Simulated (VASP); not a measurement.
Output of a VASP run:

File OSZICAR:
```
       N       E                     dE             d eps       ncg     rms          rms(c)
DAV:   1     0.676259073885E+02    0.67626E+02   -0.89739E+03   506   0.548E+02
DAV:   2    -0.130546118497E+02   -0.80681E+02   -0.77837E+02   586   0.141E+02
DAV:   3    -0.144614244840E+02   -0.14068E+01   -0.14016E+01   481   0.180E+01
DAV:   4    -0.144795547805E+02   -0.18130E-01   -0.18106E-01   566   0.186E+00
DAV:   5    -0.144797960871E+02   -0.24131E-03   -0.24131E-03   504   0.181E-01    0.246E+01
DAV:   6    -0.110873310906E+02    0.33925E+01   -0.12633E+01   546   0.239E+01    0.621E+00
DAV:   7    -0.108647247340E+02    0.22261E+00   -0.67834E-01   531   0.402E+00    0.268E+00
DAV:   8    -0.108546833816E+02    0.10041E-01   -0.19684E-01   495   0.200E+00    0.667E-01
DAV:   9    -0.108539999384E+02    0.68344E-03   -0.17658E-02   509   0.560E-01    0.384E-01
DAV:  10    -0.108545940710E+02   -0.59413E-03   -0.17187E-03   488   0.229E-01    0.340E-02
DAV:  11    -0.108545908407E+02    0.32302E-05   -0.86644E-05   516   0.614E-02    0.162E-02
DAV:  12    -0.108545911386E+02   -0.29784E-06   -0.78470E-06   460   0.210E-02
   1 F= -.10854591E+02 E0= -.10849441E+02  d E =-.103001E-01
```

OUTCAR:
```
------------------------ aborting loop because EDIFF is reached ----------------------------------------
  FORCE on cell =-STRESS in cart. coord.  units (eV):
  Direction    XX          YY          ZZ          XY          YZ          ZX
  --------------------------------------------------------------------------------------
  Total      -76.8065594    -76.8065594    -76.8065594      0.0000000      0.0000000     -0.0000000
  in kB    -1509.8454554  -1509.8454554  -1509.8454554      0.0000000      0.0000000     -0.0000000
  external PRESSURE =   -1509.8454554 kB  Pullay stress =       0.0000000 kB
  volume of cell :       81.50
      direct lattice vectors                 reciprocal lattice vectors
     0.000000000  3.441244000  3.441244000    -0.145296294  0.145296294  0.145296294
     3.441244000  0.000000000  3.441244000     0.145296294 -0.145296294  0.145296294
     3.441244000  3.441244000  0.000000000     0.145296294  0.145296294 -0.145296294
 POSITION                                       TOTAL-FORCE (eV/Angst)
 -----------------------------------------------------------------------------------
      0.00000      0.00000      0.00000        -0.000000      0.000000     -0.000000
      3.44124      3.44124      3.44124        -0.000000      0.000000     -0.000000
      1.72062      1.72062      1.72062         0.000000      0.000000      0.000000
      5.16187      5.16187      5.16187         0.000000     -0.000000     -0.000000
 -----------------------------------------------------------------------------------
    total drift:                               -0.000000     -0.000000      0.000000
  FREE ENERGIE OF THE ION-ELECTRON SYSTEM (eV)
  ---------------------------------------------------
  free  energy   TOTEN  =       -10.8545911386 eV

  energy  without entropy=      -10.8442909939  energy(sigma->0) =      -10.84944107
```
(Selected blocks of OUTCAR.)

POSCAR:
```
AsAu3
1
    0.0000000000     3.4412440000     3.4412440000
    3.4412440000     0.0000000000     3.4412440000
    3.4412440000     3.4412440000     0.0000000000
As Au
1 3
Direct
  0.0000000000   0.0000000000   0.0000000000
  0.5000000000   0.5000000000   0.5000000000
  0.2500000000   0.2500000000   0.2500000000
  0.7500000000   0.7500000000   0.7500000000
```

Question: Write an INCAR and KPOINTS that could have produced this output.

Answer: One answer among several that fit: the input of the run itself, PBE GGA, plane waves, VASP's PBE PAW potentials (set 64).

### INCAR
```
! general
SYSTEM =AsAu3
PREC   =Accurate
ENCUT  =150
LREAL  =F
LASPH  =T

! electronic loop
EDIFF  =1E-6
NELM   =100
ALGO   =Normal
LMAXMIX=6

! smearing
ISMEAR =0
SIGMA  =0.05

! functional
GGA    =PE

! ions
ISIF   =2

! output
LWAVE  =F
LCHARG =F
```

### KPOINTS
```
Automatic mesh
0
Gamma
5 5 5
0 0 0
```

POTCAR, in this order: As Au (PBE.64 set). Program: vasp_std.

At this cut-off the stress carries a Pulay error, which pulls relaxed volumes low.

The structure was generated: AsAu3 was put into the D03 type (Fm-3m), which need not be its known phase. The cell was not relaxed at this level. The k-mesh is coarse (spacing up to 0.32 per Å, 2π included), so the numbers may not be converged in it. The run is one of a series of settings (ENCUT = 150 against the base run), some of them coarse on purpose.
